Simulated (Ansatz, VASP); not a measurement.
# Ni (Nickel) in two plane-wave programs, part 2 of 2

One calculation is typed for both programs; each brings its own data sets and cutoff. How far apart do they land? The cell is taken from a series of VASP runs on this material, whose earlier steps may have relaxed, scaled or displaced it; both programs get it as it stands.

VASP 6.6.1 and Ansatz 0.2.0.

So far: The structure; VASP: relaxation of cell and atoms, PBEsol with D4.

## Step 3: Ansatz: relaxation of cell and atoms, PBEsol with D4

Level of this step: Ansatz beside VASP: Kohn-Sham DFT, plane waves, PBEsol with D4 (Ansatz).

Ansatz runs on its default PAW (the set named soft_2) files.

The same cell, functional, mesh and smearing now go to Ansatz, which takes its cutoff from its data sets.

File input.yaml:

```yaml
crystal:
  lattice:
    - [0.0, 1.720366314, 1.720366314]
    - [1.720366314, 0.0, 1.720366314]
    - [1.720366314, 1.720366314, 0.0]
  atoms:
    - { symbol: Ni, position: [0.0, 0.0, 0.0], spin: 1.0 }
hamiltonian:
  xc: pbesol
  pseudopotentials: { kind: paw }
  dispersion: d4
magnetization:
  spin_polarized: true
kpoints:
  mp_grid: { grid: [14, 14, 14] }
scf:
  occupations: { method: methfessel_paxton, width: 0.1 }
relax:
  f_tol: 0.01
  max_steps: 60
  cell: { stress_tol: 0.05 }
output:
  forces: true
  stress: true
```

On the command line:

```sh
$ ansatz run input.yaml --threads 4 --pin off --max-ram 9216MiB --backend cpu --events-out ev --progress --plain --runs-dir out
```

Numbers of over 12 decimals in the logs are rounded to 6 here.

Log:

```text
Engine: ansatz 0.2.0, aarch64-unknown-linux-gnu
Pseudopotentials: kind: paw
Pseudopotential: Ni, paw, valence charge 18, recommended cutoff 420 eV (normal), Ni.paw.azcp
Functional definition: PBEsol
  exchange = pbesol_x
  correlation = pbesol_c
Crystal: 1 atoms, lattice volume = 10.183 Å³
Basis set: ecut = 420 eV, 181 PW (Γ), exchange–correlation on 36×36×36 points (8 copies of the dense FFT grid, shifted against one another)
Bands: 14, of which v1, the nominal top of the filled ones, is band 9 counted from 1 (8 counted from 0)
Symmetry: 48 space group operations
Space group: Fm-3m (ITA 225), of the structure as read, at distance tolerance 2.2e-5 Å
Magnetic group: BNS 225.116 (UNI 1618), of the structure as read, at distance tolerance 2.2e-5 Å
k-points: 104 of 2744
Non-local potential: Ni, projectors of the file, l = 0: 3, l = 1: 2, l = 2: 3, l = 3: 1
PAW form: soft (Blöchl's): semilocal exchange-correlation on the pseudo side does not see the compensation charge
PAW frozen core: Ni, regenerated for the run's functional, and the local potential with it (the file was generated under x = pbe(κ = 0.804, μ = 0.219515), c = pbe(β = 0.066725))
PAW one-centre angular grid: Ni, 590 points (default); XC on 64 Gauss nodes
Initial density: superposition of atomic densities (chi_scale 0.1, normalization cell)
Starting moments: Σ|m| = 1 μB on 1 of 1 site
Initial wavefunctions: pseudopotential atomic-orbital guess
Functional: x = pbesol(κ = 0.804, μ = 0.123457), c = pbesol(β = 0.046)
SCF iter   1: F=—  HF=-5804.653478 eV  |F-HF|=—  |Δ(HF+E_count)|=         —  Δρ=8.70e-2 (↑6.17e-2 ↓8.70e-2)  dr2=1.31e0  dr2_m=1.96e-2  M=0.882 μB ∫|m|=0.948 μB  β_m=0.30  ethr=3.10e-3  ⟨swp⟩=5.2  Hψ=15363  notcnv=0
Mixer restart at iter 1: flushing history
preconditioner: auto → none  [metal: Δε(μ)=0.034 eV  Ē_g=16.590 eV  σ=0.100 eV  W_gap=0.19  n_scr=0 (ndim 8)  ℏωp=36.8 eV  f_vac=0.000  D(μ)=0.86/eV (n_scr^D=14)]
SCF iter   2: F=—  HF=-5804.284021 eV  |F-HF|=—  |Δ(HF+E_count)|=   3.69e-1  Δρ=4.72e-2 (↑4.72e-2 ↓4.53e-2)  dr2=3.93e-1  dr2_m=6.10e-3  M=0.828 μB ∫|m|=0.894 μB  β_m=0.25  ethr=3.10e-3  ⟨swp⟩=3.1  Hψ=7115  notcnv=0  defer=105
SCF iter   3: F=—  HF=-5804.474394 eV  |F-HF|=—  |Δ(HF+E_count)|=   1.90e-1  Δρ=1.55e-2 (↑1.55e-2 ↓1.50e-2)  dr2=2.49e-2  dr2_m=4.54e-3  M=0.833 μB ∫|m|=0.900 μB  β_m=0.58  ethr=2.18e-3  ⟨swp⟩=2.5  Hψ=5044  notcnv=0  defer=105
SCF iter   4: F=—  HF=-5805.120419 eV  |F-HF|=—  |Δ(HF+E_count)|=         —  Δρ=4.49e-2 (↑1.07e-2 ↓4.49e-2)  dr2=8.74e-2  dr2_m=6.44e-2  M=0.666 μB ∫|m|=0.744 μB  β_m=0.58  ethr=1.38e-4  ⟨swp⟩=2.4  Hψ=5882  notcnv=0  defer=111
Mixer restart at iter 4: flushing history
SCF iter   5: F=—  HF=-5805.256388 eV  |F-HF|=—  |Δ(HF+E_count)|=   1.36e-1  Δρ=3.32e-2 (↑3.32e-2 ↓8.88e-3)  dr2=8.11e-2  dr2_m=1.72e-2  M=0.652 μB ∫|m|=0.734 μB  β_m=0.52  ethr=1.38e-4  ⟨swp⟩=2.2  Hψ=6816  notcnv=0  defer=111
SCF iter   6: F=—  HF=-5805.243187 eV  |F-HF|=—  |Δ(HF+E_count)|=   1.32e-2  Δρ=4.01e-2 (↑6.54e-3 ↓4.01e-2)  dr2=9.57e-2  dr2_m=3.76e-2  M=0.586 μB ∫|m|=0.668 μB  β_m=0.11  ethr=1.38e-4  ⟨swp⟩=2.1  Hψ=6377  notcnv=0  defer=118
SCF iter   7: F=—  HF=-5805.239050 eV  |F-HF|=—  |Δ(HF+E_count)|=   4.14e-3  Δρ=1.44e-2 (↑1.44e-2 ↓1.25e-2)  dr2=1.89e-4  dr2_m=1.69e-2  M=0.591 μB ∫|m|=0.674 μB  β_m=0.53  ethr=1.38e-4  ⟨swp⟩=2.7  Hψ=6218  notcnv=0  defer=98
SCF iter   8: F=—  HF=-5805.251789 eV  |F-HF|=—  |Δ(HF+E_count)|=   1.27e-2  Δρ=1.29e-2 (↑7.15e-3 ↓1.29e-2)  dr2=2.30e-3  dr2_m=9.24e-3  M=0.560 μB ∫|m|=0.639 μB  β_m=0.43  ethr=1.05e-6  ⟨swp⟩=2.2  Hψ=5870  notcnv=0  defer=114
SCF iter   9: F=—  HF=-5805.251060 eV  |F-HF|=—  |Δ(HF+E_count)|=   7.29e-4  Δρ=5.39e-3 (↑3.45e-3 ↓5.39e-3)  dr2=2.67e-4  dr2_m=1.81e-3  M=0.563 μB ∫|m|=0.643 μB  β_m=0.72  ethr=1.05e-6  ⟨swp⟩=2.3  Hψ=4302  notcnv=0  defer=96
SCF iter  10: F=—  HF=-5805.250893 eV  |F-HF|=—  |Δ(HF+E_count)|=   1.67e-4  Δρ=1.52e-3 (↑1.02e-3 ↓1.52e-3)  dr2=1.80e-5  dr2_m=1.50e-4  M=0.564 μB ∫|m|=0.645 μB  β_m=0.86  ethr=1.05e-6  ⟨swp⟩=1.7  Hψ=3441  notcnv=0  defer=92
SCF iter  11: F=—  HF=-5805.250883 eV  |F-HF|=—  |Δ(HF+E_count)|=   1.03e-5  Δρ=3.78e-5 (↑2.28e-5 ↓3.78e-5)  dr2=2.08e-8  dr2_m=8.19e-8  M=0.565 μB ∫|m|=0.646 μB  β_m=0.93  ethr=1.00e-7  ⟨swp⟩=1.5  Hψ=3425  notcnv=0  defer=92
SCF iter  12: F=—  HF=-5805.246256 eV  |F-HF|=—  |Δ(HF+E_count)|=         —  Δρ=3.99e-4 (↑2.40e-4 ↓3.99e-4)  dr2=2.15e-6  dr2_m=6.61e-6  M=0.563 μB ∫|m|=0.645 μB  β_m=0.93  ethr=1.15e-10  ⟨swp⟩=2.0  Hψ=4844  notcnv=0  defer=92
Mixer restart at iter 12: flushing history
iteration 12: the input's own smearing fills from here on; a Gaussian of 0.1 eV has filled iterations ahead of it
SCF iter  13: F=—  HF=-5805.246261 eV  |F-HF|=—  |Δ(HF+E_count)|=   5.38e-6  S|Δr|=    0.00e0  Δρ=2.63e-4 (↑1.17e-4 ↓2.63e-4)  dr2=7.03e-6  dr2_m=7.76e-7  M=0.563 μB ∫|m|=0.645 μB  β_m=0.96  ethr=1.15e-10  ⟨swp⟩=3.1  Hψ=6567  notcnv=0  defer=92
SCF iter  14: F=—  HF=-5805.246274 eV  |F-HF|=—  |Δ(HF+E_count)|=   1.22e-5  S|Δr|=    0.00e0  Δρ=5.40e-4 (↑5.12e-4 ↓5.40e-4)  dr2=5.95e-5  dr2_m=5.50e-8  M=0.563 μB ∫|m|=0.645 μB  β_m=0.62  ethr=1.15e-10  ⟨swp⟩=3.3  Hψ=7107  notcnv=0  defer=91  recentre
SCF iter  15: F=—  HF=-5805.246260 eV  |F-HF|=—  |Δ(HF+E_count)|=   1.33e-5  S|Δr|=    0.00e0  Δρ=2.25e-5 (↑8.33e-6 ↓2.25e-5)  dr2=2.86e-8  dr2_m=1.38e-8  M=0.563 μB ∫|m|=0.645 μB  β_m=0.81  ethr=1.15e-10  ⟨swp⟩=2.2  Hψ=12341  notcnv=0
SCF iter  16: F=-5805.246260 eV  HF=-5805.246260 eV  |F-HF|=1.20e-10  |Δ(HF+E_count)|=  7.53e-10  S|Δr|=    0.00e0  Δρ=1.87e-6 (↑1.85e-6 ↓1.87e-6)  dr2=3.99e-12  dr2_m=3.16e-10  M=0.563 μB ∫|m|=0.645 μB  ethr=1.15e-10  ⟨swp⟩=3.2  Hψ=7643  notcnv=0
SCF 1 converged in 16 iterations: F = -5805.246260 eV  dr2 = 3.99e-12
  greatest PAW one-centre occupation: 1.001 electrons in one spin orbital (limit 2), on the Ni atom at site 0 (counted from 0), in its partial waves of l = 1
relax step   1: F+E_penalty+E_count = -5805.24626038 eV  Δ(F+E_penalty+E_count) = +0.000e0 eV  max|allowed force component| = 0.000e0 eV/Å  Δτ_max = 0.0000 Å  P = +0.302 GPa  Ω = 10.183 Å³  (16 SCF iters, dr2 threshold 1.00e-7 eV, accepted)
[...]
relax step   2: F+E_penalty+E_count = -5805.24626676 eV  Δ(F+E_penalty+E_count) = -6.387e-6 eV  max|allowed force component| = 0.000e0 eV/Å  Δτ_max = 0.0000 Å  P = +0.159 GPa  Ω = 10.189 Å³  energy of the carried Pulay correction = -2.183e-6 eV  (5 SCF iters, dr2 threshold 1.00e-7 eV, accepted)
[...]
relax step   3: F+E_penalty+E_count = -5805.24626764 eV  Δ(F+E_penalty+E_count) = -8.742e-7 eV  max|allowed force component| = 0.000e0 eV/Å  Δτ_max = 0.0000 Å  P = +0.000 GPa  Ω = 10.196 Å³  energy of the carried Pulay correction = -4.620e-6 eV  (5 SCF iters, dr2 threshold 6.35e-8 eV, accepted)
[...]
relax step   4: F+E_penalty+E_count = -5805.24627210 eV  Δ(F+E_penalty+E_count) = -4.458e-6 eV  max|allowed force component| = 0.000e0 eV/Å  Δτ_max = 0.0000 Å  P = -0.000 GPa  Ω = 10.196 Å³  stress off target by 4.39e-5 GPa  SCF on the basis re-selected at this cell (its energy is not comparable with the rows above)  (5 SCF iters)
basis re-selected at this cell: Δ(F+E_penalty+E_count) = -4.458e-6 eV, ΔP = -0.000 GPa vs the last step (what re-selecting the basis moved, of the pressure what is left beyond the Pulay correction that the steps carried, after the strain that the cell walked since its last selection, with what the two solves' SCF thresholds leave and, on support functions, any second-order correction that the steps lacked; it is no measure of the basis error at this ecutwfc). This SCF's stress stands 4.39e-5 GPa from its target on what of the cell is left free (relax.cell.stress_tol is 5.00e-2 GPa) and its largest allowed force component is 0.00e0 eV/Å (relax.f_tol is 1.00e-2 eV/Å): [rest of the remark cut]
SCF converged after 5 iterations
Stability not checked: this state was not tested for a lower state beside it, because cold or Methfessel-Paxton smearing, or corrected tetrahedra, fill the levels in a way that the test cannot read (fill_not_monotonic; see scf.lower_state_search)
Magnetization: 0.5630 μB (9.2815 up, 8.7185 down)
Absolute magnetization: 0.6460 μB (∫|ρ↑−ρ↓|, with the PAW one-centre terms)
Spin contamination: 0.0049 ħ² per cell (⟨S²⟩ above its minimum at these occupations)
Per-site moments (μB) at R_I (Å): [(0.598135, 1.004012)]
Free energy (F): -5805.246272 eV
Harris-Foulkes:  -5805.246272 eV  (|F-HF|=9.09e-13)
Internal energy: -5805.246040 eV  (E = F + TS)
E sigma→0 (E₀):  -5805.246214 eV
Entropy (-TS):   -0.000232 eV (-0.232 meV/atom)
Fermi energy:    19.534283 eV
--- Per-component energies (eV) ---
  E_band       = -261.148893
  E_kinetic    = 283.676204
  E_local      = -3327.848287  (includes V_loc(G=0)·N_el)
  E_nonlocal   = 635.693044
  E_hartree    = 1389.587375
  E_xc         = -85.108076
  E_vxc        = -110.166370  (∫ρ·V_xc dr)
  E_paw        = -1594.009436  (= ΣΔE_a)
  E_vpaw       = -521.678586  (= ΣTr[D̂ρ^β])
  E_aug_tail   = 0.000418  (compensation charges beyond the density's cutoff)
  E_ewald      = -3107.156744
  E_disp       = -0.277828  (pairwise vdW)
  E_core_change = 0.197289  (= ΣΔE_core)
  E_smearing   = -0.000232  (= −TS)
  E_closure    = -0.000000  (closes the sum)
  Σ components = -5805.246272   (vs F -5805.246272, Δ=0.00e0)
--- Forces (eV/Å), atoms counted from 1 ---
  atom   1  Ni    -0.00000000     0.00000000    -0.00000000
  max |Σ_I F_I| component: 2.63e-30 eV/Å
--- Stress (GPa, compression-positive) ---
       -0.000044      -0.000000      -0.000000
       -0.000000      -0.000044      -0.000000
       -0.000000      -0.000000      -0.000044
  P = ⅓ Tr σ = -0.0000 GPa (-0.000 kbar)
--- Relaxed structure (3 steps of the walk, 3 accepted, 1 SCFs on fresh bases) ---
  F+E_penalty+E_count = -5805.24627210 eV   max|allowed force component| = 0.000e0 eV/Å   (the final SCF, on the basis selected at the relaxed cell)
  cell:  # Å, volume = 10.1960 Å³
    - [0, 1.721076, 1.721076]
    - [1.721076, 0, 1.721076]
    - [1.721076, 1.721076, 0]
  atoms:
    - { symbol: Ni, position: [0.0, 0.0, 0.0] }
```

Elapsed: 3.6 s, on 4 threads of Arm Neoverse V2, shared host; peak memory 0.29 GiB.

## Step 4: Side by side

Known differences besides the potentials themselves: both relaxations stop at a tolerance, which leaves soft axes loose, and VASP keeps its plane-wave basis; the data sets hold 18 valence electrons in Ansatz (default PAW (the set named soft_2) files) and 10 in VASP; the cutoff is 420 eV in Ansatz and 450 eV in VASP; Ansatz makes its cores anew for this functional, VASP keeps those of its PBE data sets; VASP leaves aspherical gradient terms in its spheres out (LASPH is not set), Ansatz keeps them; Ansatz adds a Pulay correction to the stress that steers its cell, VASP none; site moments are counted in spheres of each program's own size. Total energies have different zeros and are not compared.

The two programs side by side:

| quantity | Ansatz | VASP | difference |
| --- | --- | --- | --- |
| volume (Å³) | 10.20 | 10.18 | +0.12 % |
| edge a after relaxation, in the typed setting (Å) | 2.434 | 2.433 | +0.04 % |
| total moment (μB) | 0.56 | 0.56 | +0.01 |
| moment on Ni1 (μB) | 0.60 | 0.56 | +0.04 |

The walks stopped with 0.00 GPa left in Ansatz and -0.04 GPa in VASP; each walk ends within a tolerance, so the volume difference is uncertain by about these residues over the bulk modulus, most in soft cells.

## Step 5: Summary of results

```
difference in volume (relaxation of cell and atoms, PBEsol with D4) : 0.12 %
```

In words: The difference in volume is 0.12 % (relaxation of cell and atoms, PBEsol with D4), within the 1.2 % picked in this series as the mark of a large difference, as far as the stopping tolerances let one tell. Such differences can come from data sets, numerical settings and the points named under the comparisons, not from the functional's error against experiment.

[Lines on the potential files, build, host, timing and source positions are cut from VASP's logs without a mark.]

[Logs are printed without paths, hosts, clocks, repeated set-up lines and the standing remarks that a program may print on its own settings, such as how far it seeks lower states.]

[Hosts, paths, dates, database ids (printed as entryN), source tags and the programs' standing remarks are cut or masked in the printed files.]
